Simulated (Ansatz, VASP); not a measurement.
# Os3W2 in two plane-wave programs, part 2 of 2

One calculation is typed for both programs; each brings its own data sets and cutoff. How far apart do they land?

VASP 6.6.1 and Ansatz 0.2.0.

So far: Starting point; VASP: single point, LDA.

### 3. Ansatz: single point, LDA

Level of this step: Ansatz beside VASP: Kohn-Sham DFT, plane waves, LDA (Ansatz).

Ansatz runs on its default PAW (the set named soft_2) files.

The same cell, functional (in two slightly different forms), mesh and smearing now go to Ansatz, which takes its cutoff from its data sets.

The input, input.yaml:

```yaml
crystal:
  lattice:
    - [5.5, 0.0, 0.0]
    - [2.75, 4.7631397208, 0.0]
    - [0.0, 0.0, 22.7]
  atoms:
    - { symbol: Os, position: [0.0, 0.0, 0.6894395931] }
    - { symbol: Os, position: [0.5, 0.0, 0.6894395931] }
    - { symbol: Os, position: [0.0, 0.5, 0.6894395931] }
    - { symbol: Os, position: [0.5, 0.5, 0.6894395931] }
    - { symbol: Os, position: [0.0, 0.0, 0.5] }
    - { symbol: Os, position: [0.5, 0.0, 0.5] }
    - { symbol: Os, position: [0.0, 0.5, 0.5] }
    - { symbol: Os, position: [0.5, 0.5, 0.5] }
    - { symbol: Os, position: [0.0, 0.0, 0.3105604069] }
    - { symbol: Os, position: [0.5, 0.0, 0.3105604069] }
    - { symbol: Os, position: [0.0, 0.5, 0.3105604069] }
    - { symbol: Os, position: [0.5, 0.5, 0.3105604069] }
    - { symbol: W, position: [0.833333333, 0.333333333, 0.5982527422] }
    - { symbol: W, position: [0.333333333, 0.333333333, 0.5982527422] }
    - { symbol: W, position: [0.833333333, 0.833333333, 0.5982527422] }
    - { symbol: W, position: [0.333333333, 0.833333333, 0.5982527422] }
    - { symbol: W, position: [0.833333333, 0.333333333, 0.4017472578] }
    - { symbol: W, position: [0.333333333, 0.333333333, 0.4017472578] }
    - { symbol: W, position: [0.833333333, 0.833333333, 0.4017472578] }
    - { symbol: W, position: [0.333333333, 0.833333333, 0.4017472578] }
hamiltonian:
  xc: lda
  pseudopotentials: { kind: paw }
kpoints:
  mp_grid: { grid: [4, 4, 1] }
scf:
  occupations: { method: gaussian, width: 0.1 }
  n_extra_bands: 9
output:
  forces: true
  eigenvalues: true
```

Started as:

```bash
$ ansatz run input.yaml --threads 8 --pin off --max-ram 18432MiB --backend cpu --events-out ev --progress --plain --runs-dir out
```

Numbers of over 12 decimals in the logs are rounded to 6 here.

Output:

```text
scf.n_extra_bands = 9 over 152 filled bands (N_el = 304.0): the run solves 161 bands
Engine: ansatz 0.2.0, aarch64-unknown-linux-gnu
Pseudopotentials: kind: paw
Pseudopotential: Os, paw, valence charge 16, recommended cutoff 420 eV (normal), Os.paw.azcp
Pseudopotential: W, paw, valence charge 14, recommended cutoff 420 eV (normal), W.paw.azcp
Functional definition: SPW92
  exchange = slater_x
  correlation = pw_c
Crystal: 20 atoms, lattice volume = 594.678 Å³
Basis set: ecut = 420 eV, 11637 PW (Γ)
Bands: 161, of which v1, the nominal top of the filled ones, is band 152 counted from 1 (151 counted from 0)
Symmetry: 48 space group operations
Space group: P-6m2 (ITA 187), of the structure as read, at distance tolerance 8.4e-5 Å
k-points: 4 of 16 (time reversal used)
Non-local potential: Os, projectors of the file, l = 0: 3, l = 1: 2, l = 2: 2, l = 3: 1
Non-local potential: W, projectors of the file, l = 0: 3, l = 1: 2, l = 2: 2, l = 3: 1
PAW form: soft (Blöchl's): semilocal exchange-correlation on the pseudo side does not see the compensation charge
PAW frozen core: Os, regenerated for the run's functional, and the local potential with it (the file was generated under x = pbe(κ = 0.804, μ = 0.219515), c = pbe(β = 0.066725))
PAW frozen core: W, regenerated for the run's functional, and the local potential with it (the file was generated under x = pbe(κ = 0.804, μ = 0.219515), c = pbe(β = 0.066725))
PAW one-centre angular grid: Os, 590 points (default); XC on 64 Gauss nodes
PAW one-centre angular grid: W, 590 points (default); XC on 64 Gauss nodes
Initial density: superposition of atomic densities (neutral atoms: chi_scale 0, normalization atom), corrected by the library's trained network
Initial wavefunctions: pseudopotential atomic-orbital guess
Functional: x = slater, c = lda
SCF iter   1: F=—  HF=-214449.176263 eV  |F-HF|=—  |Δ(HF+E_count)|=         —  Δρ=8.84e-3  dr2=1.17e0  ethr=1.77e-3  ⟨swp⟩=9.0  Hψ=3421  notcnv=0
preconditioner: auto → LDOS  [metal: Δε(μ)=0.031 eV  Ē_g=3.899 eV  σ=0.100 eV  W_gap=0.17  n_scr=148 (ndim 8)  ℏωp=18.3 eV  f_vac=0.462  D(μ)=20.00/eV (n_scr^D=148)  β→1.0]
SCF iter   2: F=—  HF=-214449.095961 eV  |F-HF|=—  |Δ(HF+E_count)|=   8.03e-2  Δρ=4.36e-3  dr2=4.95e-1  ethr=3.85e-4  ⟨swp⟩=2.0  Hψ=1117  notcnv=0  defer=8
SCF iter   3: F=—  HF=-214449.052807 eV  |F-HF|=—  |Δ(HF+E_count)|=   4.32e-2  Δρ=1.73e-3  dr2=1.03e-1  ethr=1.63e-4  ⟨swp⟩=2.5  Hψ=1041  notcnv=0  defer=8
SCF iter   4: F=—  HF=-214449.039706 eV  |F-HF|=—  |Δ(HF+E_count)|=   1.31e-2  Δρ=5.04e-4  dr2=3.92e-3  ethr=3.40e-5  ⟨swp⟩=3.2  Hψ=1107  notcnv=0  defer=8
SCF iter   5: F=—  HF=-214449.039020 eV  |F-HF|=—  |Δ(HF+E_count)|=   6.87e-4  Δρ=1.32e-4  dr2=3.22e-4  ethr=1.29e-6  ⟨swp⟩=2.5  Hψ=1023  notcnv=0  defer=8
SCF iter   6: F=—  HF=-214449.038949 eV  |F-HF|=—  |Δ(HF+E_count)|=   7.08e-5  Δρ=4.26e-5  dr2=3.64e-5  ethr=1.06e-7  ⟨swp⟩=2.0  Hψ=937  notcnv=0  defer=8
SCF iter   7: F=—  HF=-214449.039649 eV  |F-HF|=—  |Δ(HF+E_count)|=   7.00e-4  Δρ=1.50e-5  dr2=2.31e-6  ethr=1.20e-8  ⟨swp⟩=2.5  Hψ=934  notcnv=0  defer=5
SCF iter   8: F=—  HF=-214449.039649 eV  |F-HF|=—  |Δ(HF+E_count)|=   2.86e-7  Δρ=4.07e-6  dr2=2.13e-7  ethr=7.61e-10  ⟨swp⟩=3.5  Hψ=1255  notcnv=0  defer=5
SCF iter   9: F=-214449.039649 eV  HF=-214449.039649 eV  |F-HF|=6.40e-10  |Δ(HF+E_count)|=   8.85e-8  Δρ=1.33e-6  dr2=1.54e-8  ethr=3.29e-11  ⟨swp⟩=11.2  Hψ=2841  notcnv=0
SCF 1 converged in 9 iterations: F = -214449.039649 eV  dr2 = 1.54e-8
  greatest PAW one-centre occupation: 1.000 electrons in one spin orbital (limit 2), on the W atom at site 19 (counted from 0), in its partial waves of l = 0
SCF converged after 9 iterations
Free energy (F): -214449.039649 eV
Harris-Foulkes:  -214449.039649 eV  (|F-HF|=6.40e-10)
Internal energy: -214448.919127 eV  (E = F + TS)
E sigma→0 (E₀):  -214448.979388 eV
Entropy (-TS):   -0.120522 eV (-6.026 meV/atom)
Fermi energy:    9.115686 eV
--- Per-component energies (eV) ---
  E_band       = -5933.639989
  E_kinetic    = 10385.781170
  E_local      = -344660.517845  (includes V_loc(G=0)·N_el)
  E_nonlocal   = 120.724417
  E_hartree    = 168587.682180
  E_xc         = -5303.639863
  E_vxc        = -5320.994374  (∫ρ·V_xc dr)
  E_paw        = -171452.168442  (= ΣΔE_a)
  E_vpaw       = -3633.983760  (= ΣTr[D̂ρ^β])
  E_aug_tail   = -0.001544  (compensation charges beyond the density's cutoff)
  E_ewald      = 127866.602768
  E_core_change = 6.618032  (= ΣΔE_core)
  E_smearing   = -0.120522  (= −TS)
  E_closure    = 0.000000  (closes the sum)
  Σ components = -214449.039649   (vs F -214449.039649, Δ=0.00e0)
--- Forces (eV/Å), atoms counted from 1 ---
  atom   1  Os    -0.00000000     0.00000000    -0.08542694
  atom   2  Os    -0.00000000     0.00000000    -0.08542694
  atom   3  Os    -0.00000000     0.00000000    -0.08542694
  atom   4  Os    -0.00000000     0.00000000    -0.08542694
  atom   5  Os     0.00000000     0.00000000    -0.00000000
  atom   6  Os     0.00000000     0.00000000    -0.00000000
  atom   7  Os     0.00000000     0.00000000     0.00000000
  atom   8  Os     0.00000000     0.00000000     0.00000000
  atom   9  Os    -0.00000000     0.00000000     0.08542694
  atom  10  Os    -0.00000000     0.00000000     0.08542694
  atom  11  Os    -0.00000000     0.00000000     0.08542694
  atom  12  Os    -0.00000000     0.00000000     0.08542694
  atom  13  W      0.00000000    -0.00000000    -0.00947632
  atom  14  W      0.00000000    -0.00000000    -0.00947632
  atom  15  W     -0.00000000    -0.00000000    -0.00947632
  atom  16  W      0.00000000    -0.00000000    -0.00947632
  atom  17  W     -0.00000000     0.00000000     0.00947632
  atom  18  W      0.00000000    -0.00000000     0.00947632
  atom  19  W      0.00000000    -0.00000000     0.00947632
  atom  20  W      0.00000000    -0.00000000     0.00947632
  max |Σ_I F_I| component: 1.39e-16 eV/Å
--- Band table (eV) ---
  k-point 0: bands = [... 148 lower, 9.3380, 9.5903, 10.2812, 10.3756, 10.3756, 10.3756, 10.5546, 10.5546, ... 5 higher]
  k-point 1: bands = [... 148 lower, 8.8929, 8.8929, 8.9957, 9.0611, 9.1790, 9.4037, 9.6098, 9.6098, ... 5 higher]
  k-point 2: bands = [... 148 lower, 8.8766, 8.8766, 9.0167, 9.0167, 9.1657, 9.1657, 9.3964, 9.3965, ... 5 higher]
  k-point 3: bands = [... 148 lower, 8.9602, 8.9614, 8.9614, 8.9811, 9.0628, 9.1316, 9.1936, 9.6459, ... 5 higher]
```

Run time: 9.3 s. Hardware: 8 threads of Arm Neoverse N1, shared host; peak memory 1.8 GiB; 69 s of CPU time.

In the SCF lines HF is the Harris–Foulkes energy and dr2 the Hartree energy of the density residual, in eV; the loop may stop once dr2 is under the threshold and the program's other checks hold. Hψ counts applications of the Hamiltonian.

### 4. Differences

Known differences besides the potentials themselves: the two LDA forms differ slightly; the data sets hold 304 valence electrons in Ansatz (default PAW (the set named soft_2) files) and 144 in VASP; the cutoff is 420 eV in Ansatz and 330 eV in VASP (PREC = Normal, projectors in real space); Ansatz makes its cores anew for this functional, VASP keeps those of its PBE data sets; VASP's log shows a relativistic correction to its local exchange, Ansatz's none. Total energies have different zeros and are not compared.

At this near-relaxed geometry the largest component of a force difference is 62 meV/Å.

### 5. Further runs

Further runs change the set-up of one program: Ansatz's method, potentials or start, or VASP's data sets, cutoff or form of LDA. The table gives Ansatz less VASP for each quantity, since a change that brings one quantity closer may part another.

```tsv
run	r.m.s. force difference (meV/Å)
as above	25
cores kept as stored	24
Ansatz's larger PAW set (cutoff 880 eV), whose cores stay as stored	23
norm-conserving potentials (cutoff 1007 eV)	43
```

### 6. Results

- r.m.s. force difference (single point, LDA): 25 meV/Å

The r.m.s. force difference is 25 meV/Å (single point, LDA), beyond the 12 meV/Å picked in this series as the mark of a large difference. Single point, LDA, norm-conserving potentials (cutoff 1007 eV): r.m.s. force difference goes from 25 to 43 meV/Å. Such differences can come from data sets, numerical settings and the points named under the comparisons, not from the functional's error against experiment.

[Lines on the potential files, build, host, timing and source positions are cut from VASP's logs without a mark.]

[Logs are printed without paths, hosts, clocks, repeated set-up lines and the standing remarks that a program may print on its own settings, such as how far it seeks lower states.]

[Hosts, paths, dates, database ids (printed as entryN), source tags and the programs' standing remarks are cut or masked in the printed files.]
